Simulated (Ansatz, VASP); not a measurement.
# Cross-check of Ru4Se (Se/Ru(0001)) between VASP and Ansatz

Aim: how closely do two programs agree when they are given the same cell, functional and k mesh? Of the first pair: The cell is taken from a series of runs on this material, whose earlier steps may have relaxed, scaled, displaced or heated it; both programs get it as it stands.

Method: plane waves, with VASP 6.6.1 beside it; PBE, in Ansatz 0.2.0.

### Step 1. The starting structure

The cell holds 5 atoms: 4 Ru and 1 Se. Cell: a = 2.700 Å, b = 2.700 Å, c = 26.733 Å, α = 90.0°, β = 90.0°, γ = 60.0°. Vacuum lies along c.

Coordinates:

```cif
data_structure
_symmetry_space_group_name_H-M 'P 1'
_symmetry_Int_Tables_number 1
_cell_length_a 2.7000
_cell_length_b 2.7000
_cell_length_c 26.7327
_cell_angle_alpha 90.000
_cell_angle_beta 90.000
_cell_angle_gamma 60.000
_cell_volume 168.77
loop_
_atom_site_label
_atom_site_type_symbol
_atom_site_fract_x
_atom_site_fract_y
_atom_site_fract_z
_atom_site_occupancy
Ru1 Ru 0.66667 0.66667 0.33667 1
Ru2 Ru 0.00000 0.00000 0.41666 1
Ru3 Ru 0.66667 0.66667 0.49702 1
Ru4 Ru 0.00000 0.00000 0.57782 1
Se5 Se 0.33333 0.33333 0.65555 1
```

### Step 2. Ansatz: single point, PBE, pair 1

Ansatz runs on its default PAW (the set named soft_2) files.

A single point takes one fixed geometry, so differences don't come from the geometry; what else differs is listed under the comparison.

File input.yaml:

```yaml
crystal:
  lattice:
    - [2.7, 0.0, 0.0]
    - [1.35, 2.3382685902, 0.0]
    - [0.0, 0.0, 26.7327092233]
  atoms:
    - { symbol: Ru, position: [0.6666666667, 0.6666666667, 0.3366662138] }
    - { symbol: Ru, position: [0.0, 0.0, 0.4166581063] }
    - { symbol: Ru, position: [0.6666666667, 0.6666666667, 0.4970218725] }
    - { symbol: Ru, position: [0.0, 0.0, 0.5778218586] }
    - { symbol: Se, position: [0.3333333333, 0.3333333333, 0.655548267] }
kpoints:
  mp_grid: { grid: [13, 13, 1] }
hamiltonian:
  xc: pbe
scf:
  occupations: { method: fermi_dirac, width: 0.1 }
efield:
  axis: 3
  dipole_correction: true
  ramp_width: 0.05
output:
  forces: true
  band_densities: [{ e_range: [-0.5, 0] }, { e_range: [0, 0.5] }]
  write_potential: true
  write_density: true
  volumetric_format: npy
```

Command:

```bash
$ ansatz run input.yaml --threads 4 --pin off --max-ram 8192MiB --backend cpu --events-out ev --progress --plain --runs-dir out
```

Numbers of over 12 decimals in the logs are rounded to 6 here.

The program printed:

```text
Engine: ansatz 0.2.0, x86_64-unknown-linux-gnu
Pseudopotentials: kind: paw
Pseudopotential: Ru, paw, valence charge 16, recommended cutoff 420 eV (normal), Ru.paw.azcp
Pseudopotential: Se, paw, valence charge 16, recommended cutoff 420 eV (normal), Se.paw.azcp
Functional definition: PBE
  parameter kappa = 0.804
  parameter beta = 0.066725
  exchange = pbe_x(kappa = kappa, mu = beta*pi^2/3)
  correlation = pbe_c(beta = beta)
Crystal: 5 atoms, lattice volume = 168.772 Å³
Basis set: ecut = 420 eV, 3347 PW (Γ), exchange–correlation on 40×40×360 points (8 copies of the dense FFT grid, shifted against one another)
Bands: 48, of which v1, the nominal top of the filled ones, is band 40 counted from 1 (39 counted from 0)
Symmetry: 6 space group operations
Space group: P3m1 (ITA 156), of the structure as read, at distance tolerance 5.5e-5 Å
k-points: 21 of 169 (time reversal used)
Non-local potential: Ru, projectors of the file, l = 0: 3, l = 1: 2, l = 2: 2, l = 3: 1
Non-local potential: Se, projectors of the file, l = 0: 2, l = 1: 2, l = 2: 3, l = 3: 1
PAW form: soft (Blöchl's): semilocal exchange-correlation on the pseudo side does not see the compensation charge
PAW one-centre angular grid: Ru, 590 points (default); XC on 64 Gauss nodes
PAW one-centre angular grid: Se, 590 points (default); XC on 64 Gauss nodes
Initial density: superposition of atomic densities (neutral atoms: chi_scale 0, normalization atom), corrected by the library's trained network
Initial wavefunctions: pseudopotential atomic-orbital guess
Functional: x = pbe(κ = 0.804, μ = 0.219515), c = pbe(β = 0.066725)
SCF iter   1: F=—  HF=-28982.542789 eV  |F-HF|=—  |Δ(HF+E_count)|=         —  Δρ=3.00e-2  dr2=3.95e1  ethr=1.77e-3  p=0.088 e·Å  D=9.40e-2 V/Å  ΔV_dip=-2.51 eV  dr2_dipole=1.71e1  V_vac-E_F(+/−)=2.60/5.11 eV  ⟨swp⟩=8.2  Hψ=4413  notcnv=0
efield: sawtooth ramp at fractional position 0.9711 (placed from the atoms, in the widest stretch of the axis that holds none; the zero of the levels goes with the place), width 0.0500; the density the first Hamiltonian is built on has a dipole p = 0.088 e·Å; the dipole correction subtracts the counter field D = 9.40e-2 V/Å, which shifts the + side's vacuum level by -2.51 eV against the − side's; the planar-averaged density in the ramp window peaks in size at 1.1e-5 e/Å³
preconditioner: auto → LDOS  [metal: Δε(μ)=0.029 eV  Ē_g=5.813 eV  σ=0.100 eV  W_gap=0.07  n_scr=20 (ndim 8)  ℏωp=17.6 eV  f_vac=0.551  D(μ)=4.00/eV (n_scr^D=16)  β→1.0]
SCF iter   2: F=—  HF=-28982.033698 eV  |F-HF|=—  |Δ(HF+E_count)|=   5.09e-1  Δρ=8.54e-3  dr2=1.15e0  ethr=1.77e-3  p=0.042 e·Å  D=4.50e-2 V/Å  ΔV_dip=-1.20 eV  dr2_dipole=3.53e-1  V_vac-E_F(+/−)=3.72/4.92 eV  ⟨swp⟩=2.3  Hψ=1334  notcnv=0
SCF iter   3: F=—  HF=-28982.015559 eV  |F-HF|=—  |Δ(HF+E_count)|=   1.81e-2  Δρ=2.50e-3  dr2=4.69e-2  ethr=1.43e-3  p=0.043 e·Å  D=4.61e-2 V/Å  ΔV_dip=-1.23 eV  dr2_dipole=9.09e-3  V_vac-E_F(+/−)=3.79/5.03 eV  ⟨swp⟩=2.0  Hψ=1230  notcnv=0
SCF iter   4: F=—  HF=-28982.010737 eV  |F-HF|=—  |Δ(HF+E_count)|=   4.82e-3  Δρ=4.87e-4  dr2=2.47e-3  ethr=5.86e-5  p=0.045 e·Å  D=4.78e-2 V/Å  ΔV_dip=-1.28 eV  dr2_dipole=8.67e-4  V_vac-E_F(+/−)=3.74/5.01 eV  ⟨swp⟩=2.1  Hψ=1535  notcnv=0
SCF iter   5: F=—  HF=-28982.010685 eV  |F-HF|=—  |Δ(HF+E_count)|=   5.20e-5  Δρ=1.40e-4  dr2=6.42e-5  ethr=3.08e-6  p=0.044 e·Å  D=4.75e-2 V/Å  ΔV_dip=-1.27 eV  dr2_dipole=2.80e-6  V_vac-E_F(+/−)=3.75/5.02 eV  ⟨swp⟩=2.0  Hψ=1404  notcnv=0
SCF iter   6: F=—  HF=-28982.010697 eV  |F-HF|=—  |Δ(HF+E_count)|=   1.20e-5  Δρ=5.17e-5  dr2=1.17e-5  ethr=8.02e-8  p=0.045 e·Å  D=4.78e-2 V/Å  ΔV_dip=-1.28 eV  dr2_dipole=1.40e-6  V_vac-E_F(+/−)=3.75/5.02 eV  ⟨swp⟩=3.2  Hψ=1891  notcnv=0
SCF iter   7: F=—  HF=-28982.010697 eV  |F-HF|=—  |Δ(HF+E_count)|=   4.72e-7  Δρ=1.67e-5  dr2=1.65e-6  ethr=1.46e-8  p=0.045 e·Å  D=4.78e-2 V/Å  ΔV_dip=-1.28 eV  dr2_dipole=3.61e-7  V_vac-E_F(+/−)=3.75/5.03 eV  ⟨swp⟩=2.2  Hψ=1441  notcnv=0
SCF iter   8: F=—  HF=-28982.010697 eV  |F-HF|=—  |Δ(HF+E_count)|=   1.06e-7  Δρ=7.65e-6  dr2=3.09e-7  ethr=2.06e-9  p=0.045 e·Å  D=4.79e-2 V/Å  ΔV_dip=-1.28 eV  dr2_dipole=6.82e-9  V_vac-E_F(+/−)=3.75/5.03 eV  ⟨swp⟩=2.2  Hψ=1476  notcnv=0
SCF iter   9: F=-28982.010698 eV  HF=-28982.010698 eV  |F-HF|=1.60e-8  |Δ(HF+E_count)|=   1.76e-7  Δρ=4.09e-6  dr2=7.50e-8  ethr=1.25e-10  p=0.045 e·Å  D=4.80e-2 V/Å  ΔV_dip=-1.28 eV  dr2_dipole=2.61e-9  V_vac-E_F(+/−)=3.75/5.03 eV  ⟨swp⟩=14.7  Hψ=8827  notcnv=0
SCF 1 converged in 9 iterations: F = -28982.010698 eV  dr2 = 7.50e-8
  greatest PAW one-centre occupation: 1.000 electrons in one spin orbital (limit 2), on the Se atom at site 4 (counted from 0), in its partial waves of l = 2
NSCF: frozen V_eff on 7 k-points
efield: sawtooth ramp at fractional position 0.9711 (kept from the solve that this one continues, or follows in the run), width 0.0500; the density the first Hamiltonian is built on has a dipole p = 0.045 e·Å; the dipole correction subtracts the counter field D = 4.80e-2 V/Å, which shifts the + side's vacuum level by -1.28 eV against the − side's; the planar-averaged density in the ramp window peaks in size at 9.9e-6 e/Å³
WARN: The input density's exchange-correlation potential varies sharply where the density is thin. Do not read a vacuum level from v_tot or v_xc, or from such a field of the output density. On a cell that repeats whose density bears no net charge and no dipole along the vacuum's axis use v_es (v_loc + v_h of the components); under efield.dipole_correction with no amplitude use v_es + v_field, which holds any external [...]
SCF converged after 9 iterations
Free energy (F): -28982.010698 eV
Harris-Foulkes:  -28982.010698 eV  (|F-HF|=1.60e-8)
Internal energy: -28981.856213 eV  (E = F + TS)
E sigma→0 (E₀):  -28981.933455 eV
Entropy (-TS):   -0.154485 eV (-30.897 meV/atom)
Fermi energy:    6.571413 eV
Dipole field:    D = 0.048056 V/Å  (p = 0.044821 e·Å, saw-weighted, corrected)
Work function:   Φ+ = 3.7464 eV   Φ− = 5.0311 eV
Levels:          The Fermi level and band energies are counted from a zero that moves with the ramp; work functions are not
--- Per-component energies (eV) ---
  E_band       = -1724.046869
  E_kinetic    = 2179.531210
  E_local      = -156640.364734  (includes V_loc(G=0)·N_el)
  E_nonlocal   = 780.714143
  E_hartree    = 76841.479184
  E_xc         = -867.135353
  E_vxc        = -1056.038734  (∫ρ·V_xc dr)
  E_paw        = -15756.075606  (= ΣΔE_a)
  E_vpaw       = -670.817280  (= ΣTr[D̂ρ^β])
  E_aug_tail   = -0.001378  (compensation charges beyond the density's cutoff)
  E_efield     = 0.001077  (sawtooth field / dipole correction)
  E_vefield    = -0.063212  (∫n·V_field dr)
  E_ewald      = 64479.995244
  E_smearing   = -0.154485  (= −TS)
  E_closure    = -0.000000  (closes the sum)
  Σ components = -28982.010698   (vs F -28982.010698, Δ=0.00e0)
--- Forces (eV/Å), atoms counted from 1 ---
  atom   1  Ru    -0.00000000     0.00000000     0.60351354
  atom   2  Ru    -0.00000000     0.00000000    -0.61370026
  atom   3  Ru    -0.00000000     0.00000000     0.00244620
  atom   4  Ru    -0.00000000     0.00000000     0.00641455
  atom   5  Se    -0.00000000     0.00000000     0.00133023
  max |Σ_I F_I| component: 4.26e-6 eV/Å
--- Band table (eV; the first three rows and the last of 21) ---
  k-point 0: bands = [... 36 lower, 4.5825, 5.2793, 5.6709, 5.6709, 6.4916, 6.4916, 7.2509, 7.2509, ... 4 higher]
  k-point 1: bands = [... 36 lower, 4.7214, 5.0388, 5.5495, 5.5869, 6.2726, 6.4309, 6.6412, 7.2442, ... 4 higher]
  k-point 2: bands = [... 36 lower, 4.8053, 5.0168, 5.2299, 5.5605, 5.8020, 6.3202, 6.6945, 7.2105, ... 4 higher]
  k-point 20: bands = [... 36 lower, 4.6521, 5.2971, 5.6618, 6.7849, 7.0795, 7.2037, 7.6785, 7.8679, ... 4 higher]
--- Band densities, each state counted as filled ---
  window                                       electrons  max residual (eV)  cut levels
  e_range: [-0.5, 0]                            2.579882             1.3e-6           0
  e_range: [0, 0.5]                             2.272189             2.9e-6           0
```

Reading the cycles: dr2 is the Hartree energy of the density residual (eV), the measure of convergence; HF is the Harris–Foulkes estimate of the energy, which meets the free energy F at convergence.

### Step 3. VASP: single point, PBE, pair 1

The same cell, functional, mesh and smearing now go to VASP, with its own data sets.

Lines of VASP's logs that name or quote its potential files are left out, and so is its time.

File INCAR:

```
SYSTEM = Ru4Se
PREC = Accurate
ENCUT = 400
EDIFF = 1E-06
NELM = 120
ISMEAR = -1
SIGMA = 0.1
LREAL = .FALSE.
ALGO = Normal
GGA = PE
NBANDS = 38
LASPH = .TRUE.
LORBIT = 11
LWAVE = .FALSE.
LCHARG = .FALSE.
ISIF = 2
LDIPOL = .TRUE.
IDIPOL = 3
DIPOL = 0.5 0.5 0.497
LVHAR = .TRUE.
GGA_COMPAT = .FALSE.
NELMDL = -8
KPAR = 2
```

File POSCAR:

```
Ru4Se
1.0
    2.7000000000      0.0000000000      0.0000000000
    1.3500000000      2.3382685902      0.0000000000
    0.0000000000      0.0000000000     26.7327092233
Ru Se
4 1
Direct
    0.6666666666      0.6666666666      0.3366662138
    1.0000000000      1.0000000000      0.4166581063
    0.6666666666      0.6666666666      0.4970218725
    1.0000000000      1.0000000000      0.5778218586
    0.3333333333      0.3333333333      0.6555482670
```

File KPOINTS:

```
Automatic mesh
0
Gamma
13 13 1
0 0 0
```

Potentials, in the order of the species: Ru_pv and Se (PBE family, release 64).

Command:

```bash
$ mpirun -np 2 vasp_std
```

The program printed:

```text
[banner, memory and clock lines left out]
running    2 mpi-ranks, on    1 nodes
 distrk:  each k-point on    1 cores,    2 groups
 distr:  one band on    1 cores,    1 groups

 POSCAR found type information on POSCAR RuSe
 POSCAR found :  2 types and       5 ions
 LDA part: xc-table for (Slater+PW92), standard interpolation
 POSCAR, INCAR and KPOINTS ok, starting setup
 FFT: planning ... GRIDC
 FFT: planning ... GRID_SOFT
 FFT: planning ... GRID
 WAVECAR not read
 entering main loop
       N       E                     dE             d eps       ncg     rms          rms(c)
DAV:   1     0.498000685958E+03    0.49800E+03   -0.34824E+04  2156   0.126E+03
DAV:   2    -0.224283834724E+02   -0.52043E+03   -0.50032E+03  1768   0.391E+02
DAV:   3    -0.408109741166E+02   -0.18383E+02   -0.17606E+02  1988   0.675E+01
DAV:   4    -0.413914194668E+02   -0.58045E+00   -0.57502E+00  1818   0.102E+01
DAV:   5    -0.414244790914E+02   -0.33060E-01   -0.33025E-01  2306   0.204E+00
DAV:   6    -0.414251022962E+02   -0.62320E-03   -0.62311E-03  1970   0.287E-01
DAV:   7    -0.414251256903E+02   -0.23394E-04   -0.23393E-04  2274   0.453E-02
DAV:   8    -0.414251264441E+02   -0.75383E-06   -0.75389E-06  1538   0.717E-03    0.247E+01
DAV:   9    -0.444681292066E+02   -0.30430E+01   -0.31727E+01  2024   0.360E+01    0.217E+01
DAV:  10    -0.932792199222E+02   -0.48811E+02   -0.38281E+02  2546   0.880E+01    0.537E+01
DAV:  11    -0.544239927036E+02    0.38855E+02   -0.75780E+01  1898   0.327E+01    0.267E+01
DAV:  12    -0.407290457747E+02    0.13695E+02   -0.97428E+01  2134   0.414E+01    0.125E+01
DAV:  13    -0.397576218486E+02    0.97142E+00   -0.16701E+01  1878   0.234E+01    0.874E+00
DAV:  14    -0.386718903454E+02    0.10857E+01   -0.31253E+00  1968   0.121E+01    0.443E+00
[...]
DAV:  28    -0.386025159204E+02   -0.50862E-04   -0.56613E-06  1448   0.160E-02    0.121E-02
DAV:  29    -0.386025556363E+02   -0.39716E-04   -0.45334E-06  1200   0.773E-03    0.542E-03
DAV:  30    -0.386025638782E+02   -0.82419E-05   -0.12462E-06  1192   0.660E-03    0.165E-03
DAV:  31    -0.386025719195E+02   -0.80413E-05   -0.12179E-06  1056   0.494E-03    0.256E-03
DAV:  32    -0.386025783438E+02   -0.64243E-05   -0.42714E-07  1036   0.291E-03    0.164E-03
DAV:  33    -0.386025821335E+02   -0.37897E-05   -0.21725E-07  1000   0.153E-03    0.128E-03
DAV:  34    -0.386025841617E+02   -0.20281E-05   -0.14253E-07   970   0.157E-03    0.351E-04
DAV:  35    -0.386025849817E+02   -0.82006E-06   -0.76800E-08   894   0.105E-03
   1 F= -.38602585E+02 E0= -.38525277E+02  d E =-.154616E+00
```

OUTCAR, selected parts (step 3):

```text
ion  position               nearest neighbor table
   1  0.667  0.667  0.337-   2 2.65   2 2.65   2 2.65
   2  0.000  0.000  0.417-   1 2.65   1 2.65   1 2.65   3 2.65   3 2.65   3 2.65
   3  0.667  0.667  0.497-   2 2.65   2 2.65   2 2.65   4 2.66   4 2.66   4 2.66
   4  0.000  0.000  0.578-   5 2.60   5 2.60   5 2.60   3 2.66   3 2.66   3 2.66
   5  0.333  0.333  0.656-   4 2.60   4 2.60   4 2.60

  LATTYP: Found a hexagonal cell.
 ALAT       =     2.7000000000
 C/A-ratio  =     9.9010034161

 Subroutine GETGRP returns: Found  6 space group operations
 (whereof  6 operations were pure point group operations)

The static configuration has the point symmetry C_3v.

 Found     21 irreducible k-points:

   k-points           NKPTS =     21   k-points in BZ     NKDIM =     21   number of bands    NBANDS=     38

   dimension x,y,z NGX =    18 NGY =   18 NGZ =  180
   dimension x,y,z NGXF=    36 NGYF=   36 NGZF=  360

   ENCUT  =  400.0 eV  29.40 Ry    5.42 a.u.   4.40  4.40 43.59*2*pi/ulx,y,z

   NELECT =      62.0000    total number of electrons

 k-points in reciprocal lattice and weights: Automatic mesh
   0.00000000  0.00000000  0.00000000       0.006
   0.07692308 -0.00000000  0.00000000       0.036
   0.15384615 -0.00000000  0.00000000       0.036
   0.23076923 -0.00000000  0.00000000       0.036
   0.30769231 -0.00000000  0.00000000       0.036
   0.38461538 -0.00000000  0.00000000       0.036
   0.46153846  0.00000000  0.00000000       0.036
   0.15384615  0.07692308  0.00000000       0.036
   0.23076923  0.07692308  0.00000000       0.071
[...]
-0.38461538  0.23076923  0.00000000       0.036
  -0.38461538  0.30769231  0.00000000       0.036

 dipolmoment           0.000000      0.000000     -0.044633 electrons x Angstroem

 average (electrostatic) potential at core
       1 -77.2917       2 -77.7458       3 -77.6505       4 -77.4939       5 -57.3156

 E-fermi :   2.4516

 k-point     1 :       0.0000    0.0000    0.0000
  band No.  band energies     occupation
    ...
     29       1.1636      1.99999
     30       1.5524      1.99975
     31       1.5524      1.99975
     32       2.3718      1.37931
     33       2.3718      1.37931
     34       3.1304      0.00225
     35       3.1304      0.00225
     36       3.1541      0.00178
     37       3.5557      0.00003
     38       3.5557      0.00003

 k-point     2 :       0.0769   -0.0000    0.0000
  band No.  band energies     occupation
    ...
     30       1.4313      1.99993
     31       1.4685      1.99989
     32       2.1543      1.90273
     33       2.3110      1.60631
     34       2.5227      0.65902
     35       3.1238      0.00241
     36       3.4638      0.00008
     37       3.6007      0.00002
     38       4.6320      0.00000

 k-point     3 :       0.1538   -0.0000    0.0000
  band No.  band energies     occupation
    ...
     29       0.8984      2.00000
     30       1.1123      2.00000
     31       1.4424      1.99992
     32       1.6837      1.99908
     33       2.2004      1.84996
     34       2.5752      0.45024
     35       3.0901      0.00337
     36       3.6975      0.00001
     37       3.9010      0.00000
     38       4.3843      0.00000

  Total        5.7247276      5.7247276     -1.5374094      0.0000000      0.0000000      0.0000000
  in kB       54.3455860     54.3455860    -14.5948280      0.0000000      0.0000000      0.0000000
  external PRESSURE =      31.3654480 kB  Pullay stress =       0.0000000 kB

  energy-cutoff  :      400.00
  volume of cell :      168.77
      direct lattice vectors                 reciprocal lattice vectors
     2.700000000  0.000000000  0.000000000     0.370370370 -0.213833433  0.000000000
     1.350000000  2.338268590  0.000000000     0.000000000  0.427666866  0.000000000
     0.000000000  0.000000000 26.732709223     0.000000000  0.000000000  0.037407357

 POSITION                                       TOTAL-FORCE (eV/Angst)
 -----------------------------------------------------------------------------------
      2.70000      1.55885      9.00000         0.000000     -0.000000      0.596857
      0.00000      0.00000     11.13840         0.000000      0.000000     -0.613109
      2.70000      1.55885     13.28674        -0.000000     -0.000000      0.006514
      0.00000      0.00000     15.44674        -0.000000     -0.000000     -0.017086
      1.35000      0.77942     17.52458        -0.000000     -0.000000      0.026824
 -----------------------------------------------------------------------------------
    total drift:                                0.000001      0.000000      0.000482

  FREE ENERGIE OF THE ION-ELECTRON SYSTEM (eV)
  ---------------------------------------------------
  free  energy   TOTEN  =       -38.6025849817 eV

  energy  without entropy=      -38.4479694518  energy(sigma->0) =      -38.52527722

 vacuum level on the upper side and lower side of the slab         6.199         7.479

 total charge
# of ion       s       p       d       tot
------------------------------------------
    1        0.388   6.216   5.941  12.545
    2        0.405   6.315   5.934  12.654
    3        0.404   6.311   5.949  12.664
    4        0.367   6.289   6.065  12.720
    5        1.524   2.199   0.124   3.847
--------------------------------------------------
tot          3.088  27.329  24.013  54.430

[... 3 further parts left out ...]
```

This run has no spin polarisation, so a moment on Ru, if there is one, isn't seen.

### Step 4. Differences

Known differences besides the potentials themselves: the data sets hold 80 valence electrons in Ansatz (on its default PAW (the set named soft_2) files) and 62 in VASP; the cutoff is 420 eV in Ansatz and 400 eV in VASP. Total energies have different zeros and are not compared.

Both answers:

| quantity | Ansatz | VASP | difference |
| --- | --- | --- | --- |
| work function, lower of the two faces (eV) | 3.75 | 3.75 | 0.00 |
| work function, higher of the two faces (eV) | 5.03 | 5.03 | 0.00 |

Forces (eV/Å; atoms numbered as in POSCAR):

| atom | Ansatz x, y, z | VASP x, y, z |
| --- | --- | --- |
| Ru1 | 0.000, 0.000, 0.604 | 0.000, 0.000, 0.597 |
| Ru2 | 0.000, 0.000, -0.614 | 0.000, 0.000, -0.613 |
| Ru3 | 0.000, 0.000, 0.002 | 0.000, 0.000, 0.007 |
| Ru4 | 0.000, 0.000, 0.006 | 0.000, 0.000, -0.017 |
| Se5 | 0.000, 0.000, 0.001 | 0.000, 0.000, 0.027 |

The forces differ by 9.2 meV/Å r.m.s., which is 4.2 % of the r.m.s. force of 0.221 eV/Å (both taken over all components). Where the cell holds vacuum, a pressure given here is an average over it and none of the material.

(Continued in part 2 of 2.)

[Lines on the potential files, build, host, timing and source positions are cut from VASP's logs without a mark.]

[Logs are printed without paths, hosts, clocks, repeated set-up lines and the standing remarks that a program may print on its own settings, such as how far it seeks lower states.]

[Hosts, paths, dates, database ids (printed as entryN), source tags and the programs' standing remarks are cut or masked in the printed files.]
